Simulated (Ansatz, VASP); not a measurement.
# ZnSiTe3: VASP beside Ansatz

Aim: how closely do two programs agree when they are given the same cell, functional and k mesh? The cell is generated by rule, not measured, and may not be a known phase. The cell is taken from a series of runs on this material, whose earlier steps may have relaxed, scaled, displaced or heated it; both programs get it as it stands.

Calculated with Ansatz 0.2.0; plane waves, with VASP 6.6.1 beside it; relaxation of cell and atoms at PBE and zone-centre phonons at PBE.

### 1. Set-up

It takes space group Pm-3m (No. 221, cubic). Conventional cell: a = 5.311 Å, b = 5.311 Å, c = 5.311 Å, α = 90.00°, β = 90.00°, γ = 90.00°. Zn has 12 Te at 3.76 Å nearest. Nearest to Si lie 6 Te at 2.66 Å. Nearest to Te lie 2 Si at 2.66 Å. Farther neighbours and most contacts between anions are not listed.

As a file:

```
Zn Si Te
1.0
     5.31098    0.00000    0.00000
     0.00000    5.31098    0.00000
     0.00000    0.00000    5.31098
Zn Si Te
1 1 3
Direct
  0.00000 0.00000 0.00000
  0.50000 0.50000 0.50000
  0.50000 0.50000 0.00000
  0.50000 0.00000 0.50000
  0.00000 0.50000 0.50000
```

### 2. VASP: relaxation of cell and atoms, PBE

The relaxed volume is the usual yardstick between codes: in a stiff, nearly cubic crystal its relative difference is about their pressure difference at one cell divided by the bulk modulus.

Lines of VASP's logs that name or quote its potential files are left out, and so is its time.

INCAR reads:

```
SYSTEM = ZnSiTe3
PREC = Accurate
ENCUT = 500
EDIFF = 1E-07
NELM = 120
ISMEAR = 0
SIGMA = 0.1
LREAL = .FALSE.
ALGO = Normal
GGA = PE
NBANDS = 23
LORBIT = 11
LWAVE = .FALSE.
LCHARG = .FALSE.
ISIF = 3
IBRION = 2
NSW = 80
EDIFFG = -0.005
LASPH = .TRUE.
GGA_COMPAT = .FALSE.
NELMIN = 4
KPAR = 2
```

POSCAR reads:

```
ZnSiTe3
1.0
    5.3109750000      0.0000000000      0.0000000000
    0.0000000000      5.3109750000      0.0000000000
    0.0000000000      0.0000000000      5.3109750000
Zn Si Te
1 1 3
Direct
    0.0000000000      0.0000000000      0.0000000000
    0.4999999059      0.4999999059      0.4999999059
    0.4999999059      0.4999999059      0.0000000000
    0.4999999059      0.0000000000      0.4999999059
    0.0000000000      0.4999999059      0.4999999059
```

KPOINTS reads:

```
Automatic mesh
0
Gamma
6 6 6
0 0 0
```

The projector-augmented-wave data sets are Zn, Si and Te (PBE family, release 64).

Started as:

```
$ mpirun -np 2 vasp_std
```

Numbers of over 12 decimals in the logs are rounded to 6 here.

The log of the run:

```text
[banner, memory and clock lines left out]
running    2 mpi-ranks, on    1 nodes
 distrk:  each k-point on    1 cores,    2 groups
 distr:  one band on    1 cores,    1 groups

 POSCAR found type information on POSCAR ZnSiTe
 POSCAR found :  3 types and       5 ions
 LDA part: xc-table for (Slater+PW92), standard interpolation
 POSCAR, INCAR and KPOINTS ok, starting setup
 FFT: planning ... GRIDC
 FFT: planning ... GRID_SOFT
 FFT: planning ... GRID
 WAVECAR not read
 entering main loop
       N       E                     dE             d eps       ncg     rms          rms(c)
DAV:   1     0.175086480287E+03    0.17509E+03   -0.13522E+04   920   0.129E+03
DAV:   2     0.562270022734E+00   -0.17452E+03   -0.16772E+03  1077   0.255E+02
DAV:   3    -0.134722088689E+02   -0.14034E+02   -0.13703E+02  1130   0.729E+01
DAV:   4    -0.137972764451E+02   -0.32507E+00   -0.32456E+00  1117   0.114E+01
DAV:   5    -0.138068521638E+02   -0.95757E-02   -0.95751E-02  1262   0.190E+00    0.976E+00
DAV:   6    -0.135738825095E+02    0.23297E+00   -0.72999E-01  1077   0.981E+00    0.598E+00
DAV:   7    -0.135655907339E+02    0.82918E-02   -0.16965E-01  1048   0.423E+00    0.232E+00
DAV:   8    -0.135620664484E+02    0.35243E-02   -0.21054E-02  1095   0.137E+00    0.612E-01
DAV:   9    -0.135619719670E+02    0.94481E-04   -0.21343E-03  1110   0.284E-01    0.201E-01
DAV:  10    -0.135619715197E+02    0.44732E-06   -0.15421E-04  1095   0.786E-02    0.738E-02
DAV:  11    -0.135619696932E+02    0.18265E-05   -0.14260E-05  1140   0.234E-02    0.175E-02
DAV:  12    -0.135619682401E+02    0.14530E-05   -0.41091E-06  1111   0.102E-02    0.262E-03
DAV:  13    -0.135619675419E+02    0.69821E-06   -0.29124E-07  1053   0.365E-03    0.360E-03
DAV:  14    -0.135619674782E+02    0.63716E-07   -0.22393E-08   684   0.129E-03
   1 F= -.13561967E+02 E0= -.13541174E+02  d E =-.135620E+02
 curvature:   0.00 expect dE= 0.000E+00 dE for cont linesearch  0.000E+00
 trial: gam= 0.00000 g(F)=  0.000E+00 g(S)=  0.295E-02 ort = 0.000E+00 (trialstep = 0.100E+01)
 search vector abs. value=  0.295E-02
 bond charge predicted
       N       E                     dE             d eps       ncg     rms          rms(c)
DAV:   1    -0.135817479567E+02   -0.19780E-01   -0.30471E-01  1047   0.477E+00    0.993E-01
DAV:   2    -0.135662558828E+02    0.15492E-01   -0.65513E-02   997   0.288E+00    0.355E-01
DAV:   3    -0.135641277745E+02    0.21281E-02   -0.27825E-03  1004   0.290E-01    0.169E-01
DAV:   4    -0.135636131688E+02    0.51461E-03   -0.53731E-04  1005   0.224E-01    0.894E-02
DAV:   5    -0.135634804250E+02    0.13274E-03   -0.92309E-05  1067   0.803E-02    0.646E-02
DAV:   6    -0.135634516617E+02    0.28763E-04   -0.22026E-05  1116   0.440E-02    0.187E-02
DAV:   7    -0.135634507518E+02    0.90984E-06   -0.42540E-06  1033   0.125E-02    0.675E-03
DAV:   8    -0.135634505391E+02    0.21269E-06   -0.24821E-07   913   0.421E-03    0.211E-03
DAV:   9    -0.135634504465E+02    0.92635E-07   -0.37707E-08   593   0.181E-03
   2 F= -.13563450E+02 E0= -.13542818E+02  d E =-.148297E-02
 trial-energy change:   -0.001483  1 .order   -0.001447   -0.002949    0.000054
 step:   0.9832(harm=  0.9820)  dis= 0.00000  next Energy=   -13.563451 (dE=-0.148E-02)
 reached required accuracy - stopping structural energy minimisation
```

OUTCAR, selected parts (step 2):

```text
ion  position               nearest neighbor table
   1  0.000  0.000  0.000-
   2  0.500  0.500  0.500-   3 2.66   4 2.66   5 2.66   5 2.66   4 2.66   3 2.66
   3  0.500  0.500  0.000-   2 2.66   2 2.66
   4  0.500  0.000  0.500-   2 2.66   2 2.66
   5  0.000  0.500  0.500-   2 2.66   2 2.66

  LATTYP: Found a simple cubic cell.
 ALAT       =     5.3109750000

 Subroutine GETGRP returns: Found 48 space group operations
 (whereof 48 operations were pure point group operations)

The static configuration has the point symmetry O_h .

 Found     20 irreducible k-points:

   k-points           NKPTS =     20   k-points in BZ     NKDIM =     20   number of bands    NBANDS=     23

   dimension x,y,z NGX =    40 NGY =   40 NGZ =   40
   dimension x,y,z NGXF=    80 NGYF=   80 NGZF=   80

   ENCUT  =  500.0 eV  36.75 Ry    6.06 a.u.   9.68  9.68  9.68*2*pi/ulx,y,z

   NELECT =      34.0000    total number of electrons

 k-points in reciprocal lattice and weights: Automatic mesh
   0.00000000  0.00000000  0.00000000       0.005
   0.16666667  0.00000000  0.00000000       0.028
   0.33333333  0.00000000  0.00000000       0.028
   0.50000000  0.00000000  0.00000000       0.014
   0.16666667  0.16666667  0.00000000       0.056
   0.33333333  0.16666667  0.00000000       0.111
   0.50000000  0.16666667  0.00000000       0.056
   0.33333333  0.33333333  0.00000000       0.056
   0.50000000  0.33333333  0.00000000       0.056
[...]
0.50000000  0.50000000  0.33333333       0.028
   0.50000000  0.50000000  0.50000000       0.005

 average (electrostatic) potential at core
       1 -34.2365       2 -85.8808       3 -90.0041       4 -90.0041       5 -90.0041

 E-fermi :   4.2659

 k-point     1 :       0.0000    0.0000    0.0000
  band No.  band energies     occupation
    ...
     15       3.8204      2.00000
     16       3.8204      2.00000
     17       3.8309      2.00000
     18       3.8309      2.00000
     19       3.8309      2.00000
     20       8.3715      0.00000
     21       8.3715      0.00000
     22       8.3715      0.00000
     23       9.4514      0.00000

 k-point     2 :       0.1667    0.0000    0.0000
  band No.  band energies     occupation
    ...
     14       3.4585      2.00000
     15       3.4585      2.00000
     16       3.6608      2.00000
     17       3.8724      2.00000
     18       3.8724      2.00000
     19       4.7009      0.00000
     20       8.4374      0.00000
     21       8.8834      0.00000
     22       8.9901      0.00000
     23       8.9901      0.00000

 k-point     3 :       0.3333    0.0000    0.0000
  band No.  band energies     occupation
    ...
     14       2.8426      2.00000
     15       2.8426      2.00000
     16       3.3827      2.00000
     17       3.9711      1.99997
     18       3.9711      1.99997
     19       5.6193      0.00000
     20       7.4278      0.00000
     21       8.5888      0.00000
     22       8.8724      0.00000
     23       9.1081      0.00000

  Total        0.0058563      0.0058563      0.0058563      0.0000000     -0.0000000     -0.0000000
  in kB        0.0632163      0.0632163      0.0632163      0.0000000     -0.0000000     -0.0000000
  external PRESSURE =       0.0632163 kB  Pullay stress =       0.0000000 kB

  energy-cutoff  :      500.00
  volume of cell :      148.42
      direct lattice vectors                 reciprocal lattice vectors
     5.294619409 -0.000000000  0.000000000     0.188870988  0.000000000  0.000000000
    -0.000000000  5.294619409 -0.000000000     0.000000000  0.188870988  0.000000000
    -0.000000000 -0.000000000  5.294619409    -0.000000000  0.000000000  0.188870988

 POSITION                                       TOTAL-FORCE (eV/Angst)
 -----------------------------------------------------------------------------------
      0.00000      0.00000      0.00000         0.000000      0.000000      0.000000
      2.64731      2.64731      2.64731        -0.000000     -0.000000      0.000000
      2.64731      2.64731      0.00000        -0.000000      0.000000      0.000000
      2.64731     -0.00000      2.64731         0.000000     -0.000000      0.000000
     -0.00000      2.64731      2.64731        -0.000000     -0.000000      0.000000
 -----------------------------------------------------------------------------------
    total drift:                                0.000336      0.000336      0.000336

  FREE ENERGIE OF THE ION-ELECTRON SYSTEM (eV)
  ---------------------------------------------------
  free  energy   TOTEN  =       -13.5634504465 eV

  energy  without entropy=      -13.5221850998  energy(sigma->0) =      -13.54281777

 reached required accuracy - stopping structural energy minimisation

 total charge
# of ion       s       p       d       tot
------------------------------------------
    1        0.680   0.075   9.753  10.508
    2        0.813   0.733   0.000   1.547
    3        1.405   1.874   0.039   3.318
    4        1.405   1.874   0.039   3.318
    5        1.405   1.874   0.039   3.318
--------------------------------------------------
tot          5.709   6.431   9.870  22.010

[... 3 further parts left out ...]
```

CONTCAR:

```
ZnSiTe3
   1.00000000000000
     5.2946194089259153   -0.0000000000000000    0.0000000000000000
    -0.0000000000000000    5.2946194089259153   -0.0000000000000000
    -0.0000000000000000   -0.0000000000000000    5.2946194089259153
  Zn              Si              Te
     1     1     3
Direct
     0.0000000000000000    0.0000000000000000    0.0000000000000000
     0.4999999058999975    0.4999999058999975    0.4999999058999975
     0.4999999058999975    0.4999999058999975    0.0000000000000000
     0.4999999058999975    0.0000000000000000    0.4999999058999975
     0.0000000000000000    0.4999999058999975    0.4999999058999975
```

The run keeps the 48 symmetry operations of its start, so it cannot find a distortion of lower symmetry.

### 3. Ansatz: relaxation of cell and atoms, PBE

Ansatz runs on its PAW jth soft_2 files.

The same cell, functional, mesh and smearing now go to Ansatz, which takes its cutoff from its data sets.

input.yaml reads:

```yaml
crystal:
  lattice:
    - [5.310974879, 0.0, 0.0]
    - [0.0, 5.310974879, 0.0]
    - [0.0, 0.0, 5.310974879]
  atoms:
    - { symbol: Zn, position: [0.0, 0.0, 0.0] }
    - { symbol: Si, position: [0.5, 0.5, 0.5] }
    - { symbol: Te, position: [0.5, 0.5, 0.0] }
    - { symbol: Te, position: [0.5, 0.0, 0.5] }
    - { symbol: Te, position: [0.0, 0.5, 0.5] }
kpoints:
  mp_grid: { grid: [6, 6, 6] }
hamiltonian:
  xc: pbe
  pseudopotentials: { kind: paw, source: jth }
scf:
  occupations: { method: gaussian, width: 0.1 }
output:
  forces: true
  stress: true
  eigenvalues: true
relax:
  adjacent_minimum: "off"
  f_tol: 0.003
  max_steps: 80
  cell: { stress_tol: 0.03 }
```

Started as:

```
$ ansatz run input.yaml --threads 4 --pin off --max-ram 8192MiB --backend cpu --events-out ev --progress --plain --runs-dir out
```

The log of the run:

```text
Warning: <dir> the checks of this Zn dataset prove no rule for summing its radial tables, as where they were carried onto another mesh than they were made on, and Gregory's rule is taken, under which a leading mesh point left out moves its sums only by what lay on the interval it spanned. That does not make them correct, and they differ from Quantum ESPRESSO's on this file; a re-export a fraction of a mesh step off can move them. hamiltonian.pseudopotentials.radial_quadrature: simpson_from_first_knot sums it by `pw.x`'s rule; on a PAW file no value gives `pw.x`'s numbers. What more to know: hamiltonian.pseudopotentials.radial_quadrature, in the input reference
Warning: <dir> the checks of this Si dataset prove no rule for summing its radial tables, as where they were carried onto another mesh than they were made on, and Gregory's rule is taken, under which a leading mesh point left out moves its sums only by what lay on the interval it spanned. That does not make them correct, and they differ from Quantum ESPRESSO's on this file; a re-export a fraction of a mesh step off can move them. hamiltonian.pseudopotentials.radial_quadrature: simpson_from_first_knot sums it by `pw.x`'s rule; on a PAW file no value gives `pw.x`'s numbers. What more to know: hamiltonian.pseudopotentials.radial_quadrature, in the input reference
Warning: <dir> the checks of this Te dataset prove no rule for summing its radial tables, as where they were carried onto another mesh than they were made on, and Gregory's rule is taken, under which a leading mesh point left out moves its sums only by what lay on the interval it spanned. That does not make them correct, and they differ from Quantum ESPRESSO's on this file; a re-export a fraction of a mesh step off can move them. hamiltonian.pseudopotentials.radial_quadrature: simpson_from_first_knot sums it by `pw.x`'s rule; on a PAW file no value gives `pw.x`'s numbers. What more to know: hamiltonian.pseudopotentials.radial_quadrature, in the input reference
Engine: ansatz 0.2.0, aarch64-unknown-linux-gnu
Pseudopotentials: kind: paw
Pseudopotential: Zn, paw, valence charge 12, recommended cutoff 1080 eV (normal), Zn.paw.azcp
Pseudopotential: Si, paw, valence charge 4, recommended cutoff 390 eV (normal), Si.paw.azcp
Pseudopotential: Te, paw, valence charge 6, recommended cutoff 540 eV (normal), Te.paw.azcp
Functional definition: PBE
  parameter kappa = 0.804
  parameter beta = 0.066725
  exchange = pbe_x(kappa = kappa, mu = beta*pi^2/3)
  correlation = pbe_c(beta = beta)
Crystal: 5 atoms, lattice volume = 149.804 Å³
Basis set: ecut = 1080 eV, 12053 PW (Γ), exchange–correlation on 144×144×144 points (8 copies of the dense FFT grid, shifted against one another)
Bands: 22, of which v1, the nominal top of the filled ones, is band 17 counted from 1 (16 counted from 0)
Symmetry: 48 space group operations
Space group: Pm-3m (ITA 221), of the structure as read, at distance tolerance 5.3e-5 Å
k-points: 20 of 216
Non-local potential: Zn, projectors of the file, l = 0: 2, l = 1: 2, l = 2: 2
Non-local potential: Si, projectors of the file, l = 0: 2, l = 1: 2
Non-local potential: Te, projectors of the file, l = 0: 2, l = 1: 2
PAW form: soft (Blöchl's): semilocal exchange-correlation on the pseudo side does not see the compensation charge
PAW one-centre angular grid: Zn, 590 points (default); XC on 64 Gauss nodes
PAW one-centre angular grid: Si, 110 points (default); XC on 97 of its mesh's 825 points in the sphere
PAW one-centre angular grid: Te, 110 points (default); XC on 64 Gauss nodes
Initial density: superposition of atomic densities (chi_scale 0.1, normalization cell, long waves kept (reshape's long-wave potential 0.02 eV rms))
Initial wavefunctions: pseudopotential atomic-orbital guess
Functional: x = pbe(κ = 0.804, μ = 0.219515), c = pbe(β = 0.066725)
SCF iter   1: F=—  HF=-18751.226719 eV  |F-HF|=—  |Δ(HF+E_count)|=         —  Δρ=1.57e-2  dr2=4.05e-1  ethr=3.10e-3  ⟨swp⟩=16.0  Hψ=4480  notcnv=0
preconditioner: auto → Kerker (q_TF=auto, 2.131 Å⁻¹)  [metal: Δε(μ)=0.028 eV  Ē_g=7.845 eV  σ=0.100 eV  W_gap=0.16  n_scr=26 (ndim 8)  ℏωp=17.7 eV  f_vac=0.002  D(μ)=7.24/eV (n_scr^D=80)]
SCF iter   2: F=—  HF=-18751.139474 eV  |F-HF|=—  |Δ(HF+E_count)|=   8.72e-2  Δρ=6.65e-3  dr2=5.80e-2  ethr=1.19e-3  ⟨swp⟩=2.9  Hψ=990  notcnv=0  defer=7
SCF iter   3: F=—  HF=-18751.121669 eV  |F-HF|=—  |Δ(HF+E_count)|=   1.78e-2  Δρ=4.84e-3  dr2=3.27e-2  ethr=1.71e-4  ⟨swp⟩=2.0  Hψ=773  notcnv=0  defer=9
SCF iter   4: F=—  HF=-18751.114080 eV  |F-HF|=—  |Δ(HF+E_count)|=   7.59e-3  Δρ=8.52e-4  dr2=2.35e-3  ethr=9.61e-5  ⟨swp⟩=2.5  Hψ=777  notcnv=0  defer=9
SCF iter   5: F=—  HF=-18751.114184 eV  |F-HF|=—  |Δ(HF+E_count)|=   1.04e-4  Δρ=6.33e-4  dr2=1.65e-3  ethr=6.91e-6  ⟨swp⟩=2.6  Hψ=943  notcnv=0  defer=10
SCF iter   6: F=—  HF=-18751.113895 eV  |F-HF|=—  |Δ(HF+E_count)|=   2.89e-4  Δρ=2.32e-4  dr2=2.23e-4  ethr=4.86e-6  ⟨swp⟩=1.2  Hψ=434  notcnv=0  defer=10
SCF iter   7: F=—  HF=-18751.113878 eV  |F-HF|=—  |Δ(HF+E_count)|=   1.74e-5  Δρ=5.82e-5  dr2=1.48e-5  ethr=6.57e-7  ⟨swp⟩=2.7  Hψ=721  notcnv=0  defer=10
SCF iter   8: F=—  HF=-18751.113794 eV  |F-HF|=—  |Δ(HF+E_count)|=   8.38e-5  Δρ=8.66e-6  dr2=2.88e-7  ethr=4.34e-8  ⟨swp⟩=3.6  Hψ=878  notcnv=0  defer=10
SCF iter   9: F=-18751.113794 eV  HF=-18751.113794 eV  |F-HF|=2.55e-8  |Δ(HF+E_count)|=   3.07e-7  Δρ=2.15e-6  dr2=1.53e-8  ethr=2.94e-10  ⟨swp⟩=18.2  Hψ=4695  notcnv=0
SCF 1 converged in 9 iterations: F = -18751.113794 eV  dr2 = 1.53e-8
  greatest PAW one-centre occupation: 0.976 electrons in one spin orbital (limit 2), on the Zn atom at site 0 (counted from 0), in its partial waves of l = 2
relax step   1: F+E_penalty+E_count = -18751.11379417 eV  Δ(F+E_penalty+E_count) = +0.000e0 eV  max|allowed force component| = 2.156e-29 eV/Å  Δτ_max = 0.0000 Å  P = -0.132 GPa  Ω = 149.804 Å³  (9 SCF iters, dr2 threshold 1.00e-7 eV, accepted)
[...]
relax step   2: F+E_penalty+E_count = -18751.11401140 eV  Δ(F+E_penalty+E_count) = -2.172e-4 eV  max|allowed force component| = 2.373e-30 eV/Å  Δτ_max = 0.0000 Å  P = -0.012 GPa  Ω = 149.328 Å³  energy of the carried Pulay correction = +3.508e-6 eV  (5 SCF iters, dr2 threshold 4.33e-8 eV, accepted)
[...]
relax step   3: F+E_penalty+E_count = -18751.11400725 eV  Δ(F+E_penalty+E_count) = +4.146e-6 eV  max|allowed force component| = 1.229e-30 eV/Å  Δτ_max = 0.0000 Å  P = -0.012 GPa  Ω = 149.328 Å³  stress off target by 1.19e-2 GPa  SCF on the basis re-selected at this cell (its energy is not comparable with the rows above)  (9 SCF iters)
basis re-selected at this cell: Δ(F+E_penalty+E_count) = +4.146e-6 eV, ΔP = +0.000 GPa vs the last step (what re-selecting the basis moved, of the pressure what is left beyond the Pulay correction that the steps carried, after the strain that the cell walked since its last selection, with what the two solves' SCF thresholds leave and, on support functions, any second-order correction that the steps lacked; it is no m [...]
SCF converged after 9 iterations
Free energy (F): -18751.114007 eV
Harris-Foulkes:  -18751.114007 eV  (|F-HF|=7.28e-11)
Internal energy: -18751.072673 eV  (E = F + TS)
E sigma→0 (E₀):  -18751.093340 eV
Entropy (-TS):   -0.041334 eV (-8.267 meV/atom)
Fermi energy:    5.300138 eV
--- Per-component energies (eV) ---
  E_band       = 6.611974
  E_kinetic    = 414.541102
  E_local      = -1912.690407  (includes V_loc(G=0)·N_el)
  E_nonlocal   = 311.158939
  E_hartree    = 682.025287
  E_xc         = -440.869423
  E_vxc        = -345.182671  (∫ρ·V_xc dr)
  E_paw        = -16137.825590  (= ΣΔE_a)
  E_vpaw       = 174.734248  (= ΣTr[D̂ρ^β])
  E_aug_tail   = 0.000187  (compensation charges beyond the density's cutoff)
  E_ewald      = -1667.412767
  E_smearing   = -0.041334  (= −TS)
  E_closure    = 0.000000  (closes the sum)
  Σ components = -18751.114007   (vs F -18751.114007, Δ=0.00e0)
--- Forces (eV/Å), atoms counted from 1 ---
  atom   1  Zn    -0.00000000     0.00000000    -0.00000000
  atom   2  Si    -0.00000000    -0.00000000    -0.00000000
  atom   3  Te    -0.00000000    -0.00000000     0.00000000
  atom   4  Te     0.00000000     0.00000000    -0.00000000
  atom   5  Te    -0.00000000     0.00000000     0.00000000
  max |Σ_I F_I| component: 1.13e-30 eV/Å
--- Stress (GPa, compression-positive) ---
       -0.011925      -0.000000       0.000000
       -0.000000      -0.011925       0.000000
        0.000000       0.000000      -0.011925
  P = ⅓ Tr σ = -0.0119 GPa (-0.119 kbar)
--- Band table (eV; the first three rows and the last of 20) ---
  k-point 0: bands = [... 13 lower, 4.8673, 4.8673, 4.8673, 4.8850, 4.8850, 4.8850, 9.4667, 9.4667, ... 1 higher]
  k-point 1: bands = [... 13 lower, 4.5056, 4.5056, 4.7062, 4.9214, 4.9214, 5.7247, 9.5397, 9.9398, ... 1 higher]
  k-point 2: bands = [... 13 lower, 3.8892, 3.8892, 4.4258, 5.0166, 5.0166, 6.6209, 8.4837, 9.7079, ... 1 higher]
  k-point 19: bands = [... 13 lower, 4.5656, 4.5656, 6.5364, 6.5364, 6.5364, 6.6348, 6.6348, 6.6348, ... 1 higher]
--- Relaxed structure (2 steps of the walk, 2 accepted, 1 SCFs on fresh bases) ---
  F+E_penalty+E_count = -18751.11400725 eV   max|allowed force component| = 1.229e-30 eV/Å   (the final SCF, on the basis selected at the relaxed cell)
  cell:  # Å, volume = 149.3281 Å³
    - [5.305348, 0, 0.0]
    - [0, 5.305348, 0]
    - [0, 0, 5.305348]
  atoms:
    - { symbol: Zn, position: [0, 0, 0] }
    - { symbol: Si, position: [0.5, 0.5, 0.5] }
    - { symbol: Te, position: [0.5, 0.5, 0] }
    - { symbol: Te, position: [0.5, 0, 0.5] }
    - { symbol: Te, position: [0, 0.5, 0.5] }
```

(Part 1 of 2 ends here.)

[Lines on the potential files, build, host, timing and source positions are cut from VASP's logs without a mark.]

[Logs are printed without paths, hosts, clocks, repeated set-up lines and the standing remarks that a program may print on its own settings, such as how far it seeks lower states.]

[Hosts, paths, dates, database ids (printed as entryN), source tags and the programs' standing remarks are cut or masked in the printed files.]
